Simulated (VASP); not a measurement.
Here is the system:

```yaml
crystal:
  lattice:
    - [2.89887, 0.00000, 0.00000]
    - [-1.44943, 2.51049, 0.00000]
    - [0.00000, 0.00000, 4.83053]
  atoms:
    - { symbol: Au, position: [0.33333, 0.66667, 0.75000] }
    - { symbol: Au, position: [0.66667, 0.33333, 0.25000] }
```

Calculation: r2SCAN meta-GGA, VASP's PBE PAW potentials (set 64) (plane waves; VASP). Run with 400 eV cut-off, 16×16×9 Γ-centred mesh, tetrahedra with Blöchl corrections, potentials Au.

Unless said otherwise, spin-orbit coupling is left out, though it shifts the bands of the heavy elements here.

Task: Predict the energy per atom (σ→0), band gap (over mesh and band path) with the smallest direct gap where there is one.

Result: 
The band gap (over mesh and band path) is none (metal, semimetal or under 0.01 eV). The energy per atom (σ→0) is -4881.2 kJ/mol-atom.

Only differences to runs with the same potentials and settings are physical.

The structure comes from a measured Au entry (P6_3/mmc) of the Crystallography Open Database, whose conditions weren't checked. It was relaxed first.
